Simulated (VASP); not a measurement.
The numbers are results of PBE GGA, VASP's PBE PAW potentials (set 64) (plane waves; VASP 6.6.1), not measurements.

Input for VASP

POSCAR:
```
ScB2
1.0
  1.5996420000  -6.3127990000   0.0000000000
  1.5996420000   6.3127990000   0.0000000000
  0.0000000000   0.0000000000   3.1478230000
B Sc
4 2
Cart
  1.5996420000  -5.5426375220   0.7869557500
  1.5996420000   5.5426375220   2.3608672500
  1.5996420000   3.1563995000   0.7869557500
  1.5996420000  -3.1563995000   2.3608672500
  1.5996420000  -1.3130621920   0.7869557500
  1.5996420000   1.3130621920   2.3608672500
```

### INCAR
```
# general
SYSTEM   =  ScB2
PREC     =  Accurate
ENCUT    =  400
LREAL    =  .FALSE.   # projection in real space or not
LASPH    =  .TRUE.

# electronic loop
EDIFF    =  1E-6
NELM     =  100   # most electronic steps
ALGO     =  Normal
LMAXMIX  =  4

# smearing
ISMEAR   =  0
SIGMA    =  0.272

# functional
GGA      =  PE   # PBE

# ions
ISIF     =  2   # forces and stress, cell fixed

# output
LWAVE    =  .FALSE.
LCHARG   =  .FALSE.
```

File KPOINTS:
```
Automatic
0
G
5 5 5
```

POTCAR, in this order: B Sc_sv (PBE.64 set). Program: vasp_std.

Output of the run:

**OUTCAR**
```
 ion  position               nearest neighbor table
   1  0.939  0.061  0.250-   6 2.31   6 2.31   6 2.31   6 2.31   5 2.63   5 2.63
   2  0.061  0.939  0.750-   5 2.31   5 2.31   5 2.31   5 2.31   6 2.63   6 2.63
   3  0.250  0.750  0.250-   6 2.42   6 2.42   5 2.44   5 2.44
   4  0.750  0.250  0.750-   5 2.42   5 2.42   6 2.44   6 2.44
   5  0.604  0.396  0.250-   2 2.31   2 2.31   2 2.31   2 2.31   4 2.42   4 2.42   3 2.44   3 2.44
                             1 2.63   1 2.63   6 3.06   6 3.06
   6  0.396  0.604  0.750-   1 2.31   1 2.31   1 2.31   1 2.31   3 2.42   3 2.42   4 2.44   4 2.44
                             2 2.63   2 2.63   5 3.06   5 3.06
  LATTYP: Found a base centered orthorhombic cell.
 ALAT       =     3.1992840000
 B/A-ratio  =     3.9463823781
 C/A-ratio  =     0.9839148384
 Subroutine PRICEL returns:
 Original cell was already a primitive cell.
 Subroutine GETGRP returns: Found  8 space group operations
The static configuration has the point symmetry C_2h.
 The point group associated with its full space group is D_2h.
The dynamic configuration has the point symmetry C_2h.
 Subroutine INISYM returns: Found  8 space group operations
 Subroutine IBZKPT returns following result:
 Found     27 irreducible k-points:

 Following reciprocal coordinates:
            Coordinates               Weight
  0.000000  0.000000  0.000000      1.000000
  0.200000  0.000000  0.000000      4.000000
  0.400000  0.000000  0.000000      4.000000
  0.200000  0.200000  0.000000      2.000000
  0.400000  0.200000  0.000000      4.000000
 -0.400000  0.200000  0.000000      4.000000
 -0.200000  0.200000  0.000000      2.000000
  0.400000  0.400000  0.000000      2.000000
 -0.400000  0.400000  0.000000      2.000000
  0.000000  0.000000  0.200000      2.000000
  0.200000  0.000000  0.200000      8.000000
  0.400000  0.000000  0.200000      8.000000
  0.200000  0.200000  0.200000      4.000000
  0.400000  0.200000  0.200000      8.000000
 -0.400000  0.200000  0.200000      8.000000
...
```

OSZICAR:
```
       N       E                     dE             d eps       ncg     rms          rms(c)
DAV:   1     0.410326315550E+03    0.41033E+03   -0.14062E+04  1158   0.139E+03
DAV:   2    -0.297344479056E+01   -0.41330E+03   -0.40874E+03  1539   0.628E+02
DAV:   3    -0.371142267949E+02   -0.34141E+02   -0.32415E+02  1932   0.182E+02
DAV:   4    -0.384700210702E+02   -0.13558E+01   -0.13136E+01  1823   0.299E+01
DAV:   5    -0.384992245992E+02   -0.29204E-01   -0.28763E-01  1860   0.368E+00    0.190E+01
DAV:   6    -0.353159886952E+02    0.31832E+01   -0.16862E+01  1756   0.387E+01    0.740E+00
DAV:   7    -0.351229503272E+02    0.19304E+00   -0.35465E+00  1980   0.152E+01    0.472E+00
DAV:   8    -0.349763648024E+02    0.14659E+00   -0.48925E-01  1860   0.631E+00    0.228E+00
DAV:   9    -0.349740174206E+02    0.23474E-02   -0.57609E-02  1671   0.209E+00    0.140E-01
DAV:  10    -0.349737129672E+02    0.30445E-03   -0.29288E-03  1868   0.588E-01    0.637E-02
DAV:  11    -0.349737218736E+02   -0.89064E-05   -0.39633E-04  1764   0.197E-01    0.224E-02
DAV:  12    -0.349737195780E+02    0.22956E-05   -0.24774E-05  1748   0.489E-02    0.740E-03
DAV:  13    -0.349737202368E+02   -0.65882E-06   -0.20169E-06  1054   0.153E-02
   1 F= -.34973720E+02 E0= -.34891426E+02  d E =-.164589E+00
```

**OUTCAR**
```
------------------------ aborting loop because EDIFF is reached ----------------------------------------
  FORCE on cell =-STRESS in cart. coord.  units (eV):
  Direction    XX          YY          ZZ          XY          YZ          ZX
  --------------------------------------------------------------------------------------
  Total        8.0778503      3.8216933      7.0936833      0.0000000      0.0000000      0.0000000
  in kB      203.5735365     96.3122105    178.7711014      0.0000000      0.0000000      0.0000000
  external PRESSURE =     159.5522828 kB  Pullay stress =       0.0000000 kB
  volume of cell :       63.57
      direct lattice vectors                 reciprocal lattice vectors
     1.599642000 -6.312799000  0.000000000     0.312569938 -0.079204169  0.000000000
     1.599642000  6.312799000  0.000000000     0.312569938  0.079204169  0.000000000
     0.000000000  0.000000000  3.147823000     0.000000000  0.000000000  0.317679870
 POSITION                                       TOTAL-FORCE (eV/Angst)
 -----------------------------------------------------------------------------------
      1.59964     -5.54264      0.78696         0.000000     -2.946482      0.000000
      1.59964      5.54264      2.36087         0.000000      2.946482     -0.000000
      1.59964      3.15640      0.78696         0.000000      0.458152      0.000000
      1.59964     -3.15640      2.36087         0.000000     -0.458152      0.000000
      1.59964     -1.31306      0.78696         0.000000      0.493878     -0.000000
      1.59964      1.31306      2.36087         0.000000     -0.493878      0.000000
 -----------------------------------------------------------------------------------
    total drift:                                0.000000     -0.000000     -0.000000
  FREE ENERGIE OF THE ION-ELECTRON SYSTEM (eV)
  ---------------------------------------------------
  free  energy   TOTEN  =       -34.9737202368 eV

  energy  without entropy=      -34.8091314605  energy(sigma->0) =      -34.89142585
```
(Selected blocks of OUTCAR.)

At this cut-off the stress carries a Pulay error, which pulls relaxed volumes low.

The structure was generated: ScB2 was put into an ordered model structure, which need not be its known phase. The cell was not relaxed at this level, and its volume differs by -5.9 % from the start's. The k-mesh is coarse (spacing up to 0.41 per Å, 2π included), so the numbers may not be converged in it.
